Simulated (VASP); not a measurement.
Runs of VASP 6.6.1 on TiB2. Symmetry: P6/mmm, No. 191, hexagonal system. The conventional cell has a = 3.019 Å, b = 3.019 Å, c = 3.186 Å, α = 90.00°, β = 90.00°, γ = 120.00°. Around Ti (site symmetry 6/mmm) lie 12 B at 2.36 Å. Around B (site symmetry -6m2) lie 3 B at 1.74 Å. 

```csv
task,level,potentials or basis,cell,cutoff (eV),k mesh for the DOS,occupations for the DOS,pressure (GPa)
band structure,LDA,"VASP PAW LDA potentials, release 64 (Ti_sv, B)","P6/mmm, 8.38 Å³/atom",520,-,-,-6.1
relaxation of cell and atoms,PBEsol,"VASP PAW PBE potentials, release 64 (Ti_sv, B)",relaxed,600,-,-,0.0
band structure,r2SCAN,"VASP PAW PBE potentials, release 64 (Ti_sv, B)","P6/mmm, 8.38 Å³/atom",520,-,-,(a)
band structure,PBE,"VASP PAW PBE potentials, release 64 (Ti_sv, B)","P6/mmm, 8.38 Å³/atom",520,-,-,5.4
```

Alike in all rows: no spin polarisation; k mesh 15 × 15 × 11; smearing methfessel-paxton 0.1 eV.

Question: Fill in the values left out.

Answer: (a) 4.7.

Caveats: the PAW data sets were made with another functional, which shifts forces and pressure a little (some runs).
